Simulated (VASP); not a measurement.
A VASP calculation is set up with these files.

KPOINTS:
```
Automatic mesh
0
Gamma
16 16 9
0 0 0
```

INCAR:
```
ALGO = Normal
EDIFF = 1E-6
ENCUT = 300
GGA = PE
ISIF = 2
ISMEAR = -1
LASPH = .True.
LCHARG = .False.
LMAXMIX = 4
LREAL = .False.
LWAVE = .False.
NELM = 100
PREC = Accurate
SIGMA = 0.1
SYSTEM = Zr
```

File POSCAR:
```
Zr
10.2378920
  0.3131373138   0.0000000000   0.0000000000
 -0.1565686569   0.2711848298   0.0000000000
  0.0000000000   0.0000000000   0.5000000000
Zr
2
Cart
 -0.0000001566   0.1807899770   0.1250000000
  0.1565688135   0.0903948529   0.3750000000
```

POTCAR, in this order: Zr_sv (PBE.64 set). Program: vasp_std.

**Question.** Write an equivalent input for Quantum ESPRESSO's pw.x.

**Answer.** One equivalent input (not run):
```
&CONTROL
  calculation = 'scf'
  pseudo_dir = './pseudo'
  outdir = './out'
  tprnfor = .true.
  tstress = .true.
/
&SYSTEM
  ibrav = 0
  nat = 2
  ntyp = 1
  ecutwfc = 66
  occupations = 'smearing'
  smearing = 'fermi-dirac'
  degauss = 0.00735
  input_dft = 'pbe'
/
&ELECTRONS
  conv_thr = 7.3e-08
  electron_maxstep = 100
/
ATOMIC_SPECIES
  Zr 91.224 Zr.upf
CELL_PARAMETERS angstrom
     3.2058660    0.0000000    0.0000000
    -1.6029330    2.7763610    0.0000000
     0.0000000    0.0000000    5.1189460
ATOMIC_POSITIONS crystal
  Zr   0.3333330  0.6666670  0.2500000
  Zr   0.6666670  0.3333330  0.7500000
K_POINTS automatic
  16 16 9 0 0 0
```
Limits of the translation: the potentials are each code's own (VASP's PAW set, PseudoDojo norm-conserving files in pw.x), so ENCUT and ecutwfc are chosen apart and not converted; conv_thr bounds pw.x's estimated SCF error, while EDIFF bounds the energy change between steps.

The structure comes from a computed database's Zr entry; how it stands against other phases isn't given here. The cell was not relaxed at this level.
